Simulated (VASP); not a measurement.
An input for Ansatz (written as the equivalent of a VASP run, and not itself run):

Ansatz 0.2 input:
```yaml
crystal:
  lattice:
    - [0.0000000, 2.1813909, 2.1813909]
    - [2.1813909, 0.0000000, 2.1813909]
    - [2.1813909, 2.1813909, 0.0000000]
  atoms:
    - { symbol: Ta, position: [0.0000000, 1.0000000, 1.0000000] }
    - { symbol: C, position: [0.5000000, 0.5000000, 0.5000000] }
kpoints:
  mp_grid: { grid: [14, 14, 14] }
hamiltonian:
  xc: pbe
  pseudopotentials: { kind: paw }
scf:
  occupations: { method: methfessel_paxton, width: 0.1 }
  max_iter: 100
relax:
  max_steps: 40
  f_tol: 0.02
  cell: { p_target: 30 }
output: { forces: true, stress: true, eigenvalues: true }
```

**Question.** Translate this input to VASP (INCAR, KPOINTS, POSCAR, choice of POTCAR).

**Answer.** This is not unique; one that fits is 
### POSCAR
```
TaC
1
   -0.0000000000     2.1813908735     2.1813908735
    2.1813908735     0.0000000000     2.1813908735
    2.1813908735     2.1813908735     0.0000000000
Ta C
1 1
Direct
  0.0000000000   1.0000000000   1.0000000000
  0.5000000000   0.5000000000   0.5000000000
```

### KPOINTS
```
Automatic mesh
0
G
  14 14 14
```

### INCAR
```
PREC = Accurate
LASPH = .TRUE.   ! aspherical one-centre terms
GGA = PE   ! PBE
ISMEAR = 1   ! Methfessel-Paxton
SYSTEM = TaC
NELM = 100
EDIFF = 1E-6
LREAL = .FALSE.   ! projection in real space or not
PSTRESS = 300   ! kbar
LCHARG = .FALSE.
ALGO = Normal   ! blocked Davidson
LWAVE = .FALSE.
ENCUT = 620
ISIF = 3   ! ions, shape and volume
LMAXMIX = 6   ! l cut-off of mixed one-centre charges
EDIFFG = -0.02   ! ionic stop
IBRION = 2
SIGMA = 0.1
NSW = 40
```

POTCAR, in this order: Ta_pv C (PBE.64 set). Program: vasp_std.

The two are equivalent in intent, not identical: each code has its own PAW files, so the cut-off isn't converted (ENCUT is set for VASP's; basis.ecutwfc is left out, and Ansatz then takes the one that its files recommend); Ansatz stops its SCF on the density residual and VASP on the energy change (EDIFF).

The compound is TaC in the rock salt structure. It was relaxed first under an external pressure of 30 GPa.
